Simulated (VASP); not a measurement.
Given:

```xyz
6
Lattice="1.6362 -2.8340 0.0000 1.6362 2.8340 0.0000 0.0000 0.0000 17.2370" Properties=species:S:1:pos:R:3 pbc="T T T"
W      1.6362     0.9447     4.3092
W      1.6362    -0.9447    12.9277
Se     1.6362     0.9447    14.5749
Se     1.6362    -0.9447     5.9564
Se     1.6362    -0.9447     2.6621
Se     1.6362     0.9447    11.2806
```

All values below come from revPBE GGA, VASP's PBE PAW potentials (set 64) (plane waves; VASP 6.6.1). Run with 520 eV cut-off, 8×8×2 Γ-centred mesh, Gaussian smearing of 0.050 eV, potentials W_sv Se.

Without a dispersion term in the relaxation, distances and binding between the weakly bound layers, chains or molecules are unreliable, and so is what depends on them.

The ions and cell shape at fixed volume are relaxed. What does this cell relax into?

```xyz
6
Lattice="1.6699 -2.8924 0.0000 1.6699 2.8924 0.0000 0.0000 0.0000 16.5479" Properties=species:S:1:pos:R:3 pbc="T T T"
W      1.6699     0.9641     4.1370
W      1.6699    -0.9641    12.4109
Se     1.6699     0.9641    14.0917
Se     1.6699    -0.9641     5.8177
Se     1.6699    -0.9641     2.4563
Se     1.6699     0.9641    10.7302
```
Space group P6_3/mmc (194), at a tolerance of 0.03 Å.

How much energy does the relaxation gain?

The energy (σ→0) changes by -32.6 meV/atom, in 8 ionic steps.

The compound is WSe2 in the 2H layered structure. This cell is one point of a volume scan, at 0.94 of the reference volume. Symmetry was kept, so distortions that lower it aren't found.
